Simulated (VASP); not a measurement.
The input files of a VASP run:

File POSCAR:
```
Mg3Sb2
1
    2.2838450970    -3.9557359042     0.0000000000
    2.2838450970     3.9557359042    -0.0000000000
    0.0000000000    -0.0000000000     7.2409554465
Mg Sb
3 2
Direct
  0.0000000000   0.0000000000   1.0000000000
  0.3333330000   0.6666670000   0.6336996144
  0.6666670000   0.3333330000   0.3663003856
  0.3333330000   0.6666670000   0.2283244740
  0.6666670000   0.3333330000   0.7716755260
```

KPOINTS:
```
K-points
0
G
5 5 3
0 0 0
```

### INCAR
```
ALGO = Normal
EDIFF = 1E-8
EDIFFG = -0.001
ENCUT = 400
IBRION = 1
ISIF = 2
ISMEAR = 0
LASPH = .True.
LCHARG = .False.
LMAXMIX = 4
LMIXTAU = .True.
LREAL = .False.
LWAVE = .False.
METAGGA = R2SCAN
NELM = 100
NSW = 30
PREC = Accurate
SIGMA = 0.05
SYSTEM = Mg3Sb2
```

POTCAR, in this order: Mg Sb (PBE.64 set). Program: vasp_std.

Task: Write an equivalent input for Ansatz.

Result: One equivalent input (not run):
Ansatz 0.2 input:
```yaml
crystal:
  lattice:
    - [2.2838451, -3.9557359, 0.0000000]
    - [2.2838451, 3.9557359, 0.0000000]
    - [0.0000000, 0.0000000, 7.2409554]
  atoms:
    - { symbol: Mg, position: [0.0000000, 0.0000000, 1.0000000] }
    - { symbol: Mg, position: [0.3333330, 0.6666670, 0.6336996] }
    - { symbol: Mg, position: [0.6666670, 0.3333330, 0.3663004] }
    - { symbol: Sb, position: [0.3333330, 0.6666670, 0.2283245] }
    - { symbol: Sb, position: [0.6666670, 0.3333330, 0.7716755] }
kpoints:
  mp_grid: { grid: [5, 5, 3] }
hamiltonian:
  xc: r2scan
  pseudopotentials: { kind: paw }
scf:
  occupations: { method: gaussian, width: 0.05 }
  max_iter: 100
relax:
  max_steps: 30
  f_tol: 0.001
output: { forces: true, stress: true, eigenvalues: true }
```
What does not carry over: each code has its own PAW files, so the cut-off isn't converted (ENCUT is set for VASP's; basis.ecutwfc is left out, and Ansatz then takes the one that its files recommend); Ansatz stops its SCF on the density residual and VASP on the energy change (EDIFF).

The compound is Mg3Sb2 in the a-la2o3 structure. This run relaxes the ions in a fixed cell. Symmetry was kept, so distortions that lower it aren't found. The start is the result of an earlier pass.
